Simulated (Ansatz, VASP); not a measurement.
# AlGa7N8 (alloy, x = 0.875, one random ordering in a cell of 16 atoms (invented)): VASP beside Ansatz, part 2 of 3

One calculation is typed for both programs; each brings its own data sets. How far apart do they land? The cell is generated by rule, not measured, and may not be a known phase. The cell is taken from a series of runs on this material, whose earlier steps may have relaxed, scaled, displaced or heated it; both programs get it as it stands.

VASP 6.6.1 and Ansatz 0.2.0.

So far: The structure; Ansatz: relaxation of cell and atoms, r2SCAN, pair 1.

## (3) VASP: relaxation of cell and atoms, r2SCAN, pair 1

Level of this step: r2SCAN; plane waves and PAW (Ga_d, Al, N); invented cell (VASP).

The same cell, functional and mesh now go to VASP, with its own data sets.

Lines of VASP's logs that name or quote its potential files are left out, and so is its time.

The input, INCAR:

```
SYSTEM = AlGa7N8
PREC = Accurate
ENCUT = 660
EDIFF = 1E-07
NELM = 120
ISMEAR = 0
SIGMA = 0.01
LREAL = .FALSE.
ALGO = Normal
METAGGA = R2SCAN
LASPH = .TRUE.
NBANDS = 83
LORBIT = 11
LWAVE = .FALSE.
LCHARG = .FALSE.
ISIF = 3
IBRION = 2
NSW = 80
EDIFFG = -0.005
GGA_COMPAT = .FALSE.
NELMIN = 4
EFERMI = MIDGAP
LMIXTAU = .TRUE.
KPAR = 4
```

The input, POSCAR:

```
AlGa7N8
1.0
    0.0000000000      4.4819250000      4.4819250000
    4.4819250000      0.0000000000      4.4819250000
    4.4819250000      4.4819250000      0.0000000000
Ga Al N
7 1 8
Direct
    0.0000000000      0.0000000000      0.0000000000
    0.0002640606      0.4997358278      0.0002640606
    0.4997359394      0.4997359394      0.0002639491
    0.4997358278      0.0002640606      0.0002640606
    0.0002639491      0.4997359394      0.4997359394
    0.0002640606      0.0002640606      0.4997358278
    0.4997359394      0.0002639491      0.4997359394
    0.5000000000      0.5000000000      0.5000000000
    0.8750328263      0.3749015211      0.8750328263
    0.8750328263      0.8750328263      0.8750328263
    0.3749015211      0.8750328263      0.8750328263
    0.3776265779      0.3776265779      0.8671202664
    0.8750328263      0.8750328263      0.3749015211
    0.8671202664      0.3776265779      0.3776265779
    0.3776265779      0.3776265779      0.3776265779
    0.3776265779      0.8671202664      0.3776265779
```

The input, KPOINTS:

```
Automatic mesh
0
Gamma
6 6 6
0 0 0
```

PAW data sets: Ga_d, Al and N (PBE family, release 64).

On the command line:

```sh
> mpirun -np 4 vasp_std
```

Numbers of over 12 decimals in the logs are rounded to 6 here.

The log of the run:

```text
[banner, memory and clock lines left out]
running    4 mpi-ranks, on    1 nodes
 distrk:  each k-point on    1 cores,    4 groups
 distr:  one band on    1 cores,    1 groups

 POSCAR found type information on POSCAR GaAlN
 POSCAR found :  3 types and      16 ions
|                                                                             |
|               ----> ADVICE to this user running VASP <----                  |
|                                                                             |
|     You enforced a specific xc type in the INCAR file but a different       |
|     [... a line on the potential file left out ...]
|     I HOPE YOU KNOW WHAT YOU ARE DOING!                                     |
|                                                                             |

 LDA part: xc-table for (None), standard interpolation
 POSCAR, INCAR and KPOINTS ok, starting setup
 FFT: planning ... GRIDC
 FFT: planning ... GRID_SOFT
 FFT: planning ... GRID
 WAVECAR not read
 entering main loop
       N       E                     dE             d eps       ncg     rms          rms(c)
DAV:   1     0.200626575592E+04    0.20063E+04   -0.65821E+04  3086   0.343E+03
DAV:   2     0.344007662680E+03   -0.16623E+04   -0.15610E+04  2656   0.970E+02
DAV:   3    -0.149263212536E+03   -0.49327E+03   -0.46817E+03  3176   0.314E+02
DAV:   4    -0.206698621379E+03   -0.57435E+02   -0.56267E+02  3032   0.110E+02
DAV:   5    -0.211282267263E+03   -0.45836E+01   -0.45522E+01  3960   0.314E+01    0.210E+01
DAV:   6    -0.176316775073E+03    0.34965E+02   -0.44398E+01  4200   0.606E+01    0.707E+00
DAV:   7    -0.169948568478E+03    0.63682E+01   -0.96272E+00  3008   0.144E+01    0.477E+00
DAV:   8    -0.181035692996E+03   -0.11087E+02   -0.75757E+00  3920   0.229E+01    0.399E+00
DAV:   9    -0.176563853326E+03    0.44718E+01   -0.24967E+00  3104   0.107E+01    0.142E+00
DAV:  10    -0.172363544038E+03    0.42003E+01   -0.14030E+00  3154   0.882E+00    0.365E-01
DAV:  11    -0.172395091940E+03   -0.31548E-01   -0.30352E-01  3176   0.500E+00    0.543E-01
DAV:  12    -0.172432584865E+03   -0.37493E-01   -0.36800E-02  3288   0.154E+00    0.463E-01
DAV:  13    -0.172429873735E+03    0.27111E-02   -0.91299E-03  3328   0.183E+00    0.247E-01
DAV:  14    -0.172416067213E+03    0.13807E-01   -0.71113E-03  4008   0.911E-01    0.138E-01
[...]
DAV:  19    -0.172435802950E+03   -0.11931E-02   -0.24341E-04  2866   0.173E-01    0.390E-02
DAV:  20    -0.172436030491E+03   -0.22754E-03   -0.13232E-04  3322   0.202E-01    0.877E-03
DAV:  21    -0.172436026052E+03    0.44387E-05   -0.40674E-05  4184   0.710E-02    0.807E-03
DAV:  22    -0.172436023065E+03    0.29875E-05   -0.12729E-05  2944   0.331E-02    0.462E-03
DAV:  23    -0.172436023869E+03   -0.80434E-06   -0.43677E-06  3088   0.264E-02    0.239E-03
DAV:  24    -0.172436029329E+03   -0.54599E-05   -0.21140E-06  2986   0.231E-02    0.933E-04
DAV:  25    -0.172436029925E+03   -0.59616E-06   -0.33011E-07  2672   0.387E-03    0.761E-04
DAV:  26    -0.172436029956E+03   -0.31116E-07   -0.22827E-08  1474   0.107E-03
   1 F= -.17243603E+03 E0= -.17243603E+03  d E =-.172436E+03
[...]
2 F= -.17243603E+03 E0= -.17243603E+03  d E =-.547832E-06
[...]
3 F= -.17243842E+03 E0= -.17243842E+03  d E =-.239324E-02
[...]
4 F= -.17243842E+03 E0= -.17243842E+03  d E =-.239196E-02
 curvature:  -0.26 expect dE=-0.452E-04 dE for cont linesearch -0.131E-10
 trial: gam= 0.01710 g(F)=  0.151E-03 g(S)=  0.215E-04 ort = 0.706E-06 (trialstep = 0.902E+00)
 search vector abs. value=  0.175E-03
 bond charge predicted
       N       E                     dE             d eps       ncg     rms          rms(c)
DAV:   1    -0.172438492437E+03   -0.70497E-04   -0.27345E-02  2706   0.703E-01    0.562E-02
DAV:   2    -0.172438488813E+03    0.36245E-05   -0.10392E-03  3152   0.259E-01    0.289E-02
DAV:   3    -0.172438457238E+03    0.31574E-04   -0.15749E-04  3191   0.964E-02    0.115E-02
DAV:   4    -0.172438476416E+03   -0.19178E-04   -0.38266E-05  2960   0.704E-02    0.461E-03
DAV:   5    -0.172438476718E+03   -0.30221E-06   -0.99301E-06  3124   0.258E-02    0.296E-03
DAV:   6    -0.172438479414E+03   -0.26961E-05   -0.30114E-06  3082   0.172E-02    0.199E-03
DAV:   7    -0.172438478704E+03    0.70981E-06   -0.75871E-07  2786   0.109E-02    0.874E-04
DAV:   8    -0.172438478955E+03   -0.25008E-06   -0.23288E-07  2280   0.732E-03    0.458E-04
DAV:   9    -0.172438478673E+03    0.28118E-06   -0.98707E-08  1502   0.236E-03    0.139E-04
DAV:  10    -0.172438478756E+03   -0.82538E-07   -0.61387E-08  1499   0.204E-03
   5 F= -.17243848E+03 E0= -.17243848E+03  d E =-.568389E-04
 trial-energy change:   -0.000057  1 .order   -0.000064   -0.000155    0.000027
 step:   0.7371(harm=  0.7703)  dis= 0.00060  next Energy=  -172.438481 (dE=-0.593E-04)
 reached required accuracy - stopping structural energy minimisation
```

OUTCAR, selected parts (step 3):

```text
ion  position               nearest neighbor table
   1  0.000  0.000  0.000-   9 1.94  11 1.94  13 1.94  10 1.94
   2  0.000  0.500  0.000-   9 1.94  10 1.94  12 1.95  14 1.95
   3  0.500  0.500  0.000-   9 1.94  11 1.94  12 1.95  15 1.95
   4  0.500  0.000  0.000-  11 1.94  10 1.94  12 1.95  16 1.95
   5  0.000  0.500  0.500-   9 1.94  13 1.94  14 1.95  15 1.95
   6  0.000  0.000  0.500-  13 1.94  10 1.94  14 1.95  16 1.95
   7  0.500  0.000  0.500-  11 1.94  13 1.94  16 1.95  15 1.95
   8  0.500  0.500  0.500-  15 1.90  14 1.90  12 1.90  16 1.90
   9  0.875  0.375  0.875-   1 1.94   2 1.94   3 1.94   5 1.94
  10  0.875  0.875  0.875-   1 1.94   2 1.94   4 1.94   6 1.94
  11  0.375  0.875  0.875-   1 1.94   4 1.94   3 1.94   7 1.94
  12  0.378  0.378  0.867-   8 1.90   3 1.95   4 1.95   2 1.95
  13  0.875  0.875  0.375-   1 1.94   6 1.94   5 1.94   7 1.94
  14  0.867  0.378  0.378-   8 1.90   5 1.95   6 1.95   2 1.95
  15  0.378  0.378  0.378-   8 1.90   7 1.95   5 1.95   3 1.95
  16  0.378  0.867  0.378-   8 1.90   7 1.95   4 1.95   6 1.95

  LATTYP: Found a face centered cubic cell.
 ALAT       =     8.9638500000

 Subroutine GETGRP returns: Found 24 space group operations
 (whereof 24 operations were pure point group operations)

The static configuration has the point symmetry T_d .

 Found     16 irreducible k-points:

   k-points           NKPTS =     16   k-points in BZ     NKDIM =     16   number of bands    NBANDS=     83

   dimension x,y,z NGX =    54 NGY =   54 NGZ =   54
   dimension x,y,z NGXF=   108 NGYF=  108 NGZF=  108

   ENCUT  =  660.0 eV  48.51 Ry    6.96 a.u.  13.28 13.28 13.28*2*pi/ulx,y,z

   NELECT =     134.0000    total number of electrons

 k-points in reciprocal lattice and weights: Automatic mesh
   0.00000000  0.00000000  0.00000000       0.005
   0.16666667  0.00000000  0.00000000       0.037
   0.33333333  0.00000000  0.00000000       0.037
   0.50000000  0.00000000  0.00000000       0.019
   0.16666667  0.16666667  0.00000000       0.028
   0.33333333  0.16666667  0.00000000       0.111
   0.50000000  0.16666667  0.00000000       0.111
  -0.33333333  0.16666667  0.00000000       0.111
  -0.16666667  0.16666667  0.00000000       0.056
[...]
-0.33333333  0.33333333  0.16666667       0.111
  -0.33333333  0.50000000  0.16666667       0.056

 average (electrostatic) potential at core
       1 -68.0757       2 -68.1304       3 -68.1304       4 -68.1304       5 -68.1304
       6 -68.1304       7 -68.1304       8 -75.9080       9 -64.7549      10 -64.7549
      11 -64.7549      12 -64.6539      13 -64.7549      14 -64.6539      15 -64.6538
      16 -64.6539

 E-fermi :   6.3277

 k-point     1 :       0.0000    0.0000    0.0000
  band No.  band energies     occupation
    ...
     63       4.2477      2.00000
     64       4.2477      2.00000
     65       5.1191      2.00000
     66       5.1191      2.00000
     67       5.1191      2.00000
     68       7.5363      0.00000
     69       8.9222      0.00000
     70       8.9222      0.00000
     71       8.9222      0.00000
     72      10.4436      0.00000
    ...

 k-point     2 :       0.1667    0.0000    0.0000
  band No.  band energies     occupation
    ...
     63       4.2451      2.00000
     64       4.2451      2.00000
     65       4.3484      2.00000
     66       5.0495      2.00000
     67       5.0495      2.00000
     68       8.1510      0.00000
     69       9.2806      0.00000
     70       9.2892      0.00000
     71       9.2892      0.00000
     72      10.4868      0.00000
    ...

 k-point     3 :       0.3333    0.0000    0.0000
  band No.  band energies     occupation
    ...
     63       3.7365      2.00000
     64       4.3702      2.00000
     65       4.3702      2.00000
     66       4.8691      2.00000
     67       4.8691      2.00000
     68       9.1357      0.00000
     69      10.1212      0.00000
     70      10.1212      0.00000
     71      10.1217      0.00000
     72      10.3823      0.00000
    ...

  Total        0.0079562      0.0079562      0.0079562      0.0000000      0.0000000      0.0000000
  in kB        0.0704902      0.0704902      0.0704902      0.0000000      0.0000000      0.0000000
  external PRESSURE =       0.0704902 kB  Pullay stress =       0.0000000 kB

  energy-cutoff  :      660.00
  volume of cell :      180.84
      direct lattice vectors                 reciprocal lattice vectors
    -0.000000000  4.488338224  4.488338224    -0.111399804  0.111399804  0.111399804
     4.488338224  0.000000000  4.488338224     0.111399804 -0.111399804  0.111399804
     4.488338224  4.488338224  0.000000000     0.111399804  0.111399804 -0.111399804

 POSITION                                       TOTAL-FORCE (eV/Angst)
 -----------------------------------------------------------------------------------
      0.00000      0.00000      0.00000        -0.000000     -0.000000     -0.000000
      2.24417      0.00279      2.24417        -0.000000     -0.000173     -0.000000
      2.24417      2.24417      4.48555        -0.000000     -0.000000      0.000173
      0.00279      2.24417      2.24417        -0.000173     -0.000000     -0.000000
      4.48555      2.24417      2.24417         0.000173     -0.000000     -0.000000
      2.24417      2.24417      0.00279        -0.000000     -0.000000     -0.000173
      2.24417      4.48555      2.24417        -0.000000      0.000173     -0.000000
      4.48834      4.48834      4.48834        -0.000000     -0.000000     -0.000000
      5.61012      7.85489      5.61012        -0.000030      0.000030     -0.000030
      7.85489      7.85489      7.85489         0.000030      0.000030      0.000030
      7.85489      5.61012      5.61012         0.000030     -0.000030     -0.000030
      5.58498      5.58498      3.39170         0.002784      0.002784     -0.002784
      5.61012      5.61012      7.85489        -0.000030     -0.000030      0.000030
      3.39170      5.58498      5.58498        -0.002784      0.002784      0.002784
      3.39170      3.39170      3.39170        -0.002784     -0.002784     -0.002784
      5.58498      3.39170      5.58498         0.002784     -0.002784      0.002784
 -----------------------------------------------------------------------------------
    total drift:                                0.000479      0.000479      0.000477

  FREE ENERGIE OF THE ION-ELECTRON SYSTEM (eV)
  ---------------------------------------------------
  free  energy   TOTEN  =      -172.4384787559 eV

  energy  without entropy=     -172.4384787559  energy(sigma->0) =     -172.43847876

 reached required accuracy - stopping structural energy minimisation

 total charge
# of ion       s       p       d       tot
------------------------------------------
    1        0.760   0.895  10.198  11.853
    2        0.756   0.882  10.190  11.828
    3        0.756   0.882  10.190  11.828
    4        0.756   0.882  10.190  11.828
    5        0.756   0.882  10.190  11.828
    6        0.756   0.882  10.190  11.828
    7        0.756   0.882  10.190  11.828
    8        0.369   0.440   0.000   0.808
    9        1.229   2.545   0.000   3.774
   10        1.229   2.545   0.000   3.774
   11        1.229   2.545   0.000   3.774
   12        1.228   2.560   0.000   3.788
   13        1.229   2.545   0.000   3.774
   14        1.228   2.560   0.000   3.788
   15        1.228   2.560   0.000   3.788
   16        1.228   2.560   0.000   3.788
--------------------------------------------------
tot         15.496  27.044  71.341 113.880

[... 3 further parts left out ...]
```

CONTCAR:

```
AlGa7N8
   1.00000000000000
    -0.0000000000000000    4.4883382243269256    4.4883382243269256
     4.4883382243269256    0.0000000000000000    4.4883382243269256
     4.4883382243269256    4.4883382243269256    0.0000000000000000
  Ga              Al              N
     7     1     8
Direct
     0.0000000000000000    0.0000000000000000    0.0000000000000000
     0.0003103208462892    0.4996895675537157    0.0003103208462892
     0.4996896791537108    0.4996896791537108    0.0003102093462889
     0.4996895675537157    0.0003103208462892    0.0003103208462892
     0.0003102093462889    0.4996896791537108    0.4996896791537108
     0.0003103208462892    0.0003103208462892    0.4996895675537157
     0.4996896791537108    0.0003102093462889    0.4996896791537108
     0.5000000000000000    0.5000000000000000    0.5000000000000000
     0.8750332649777699    0.3749002050666901    0.8750332649777699
     0.8750332649777699    0.8750332649777699    0.8750332649777699
     0.3749002050666901    0.8750332649777699    0.8750332649777699
     0.3778345562948871    0.3778345562948871    0.8664963312153475
     0.8750332649777699    0.8750332649777699    0.3749002050666901
     0.8664963312153475    0.3778345562948871    0.3778345562948871
     0.3778345562948871    0.3778345562948871    0.3778345562948871
     0.3778345562948871    0.8664963312153475    0.3778345562948871
```

## (4) Comparison

Known differences besides the potentials themselves: VASP keeps PBE cores, Ansatz makes them for the functional; fixed occupations in Ansatz, narrow Gaussian smearing in VASP; the cutoff is 600 eV in Ansatz and 660 eV in VASP; Ansatz adds a Pulay correction to the stress that steers its cell, VASP none. Total energies have different zeros and are not compared.

Both answers:

| quantity | Ansatz | VASP | difference |
| --- | --- | --- | --- |
| volume (Å³) | 180.06 | 180.84 | -0.43 % |
| edge a after relaxation, in the typed setting (Å) | 6.338 | 6.348 | -0.14 % |

(Part 2 of 3 ends here.)

[Lines on the potential files, build, host, timing and source positions are cut from VASP's logs without a mark.]

[Logs are printed without paths, hosts, clocks, repeated set-up lines and the standing remarks that a program may print on its own settings, such as how far it seeks lower states.]

[Hosts, paths, dates, database ids (printed as entryN), source tags and the programs' standing remarks are cut or masked in the printed files.]
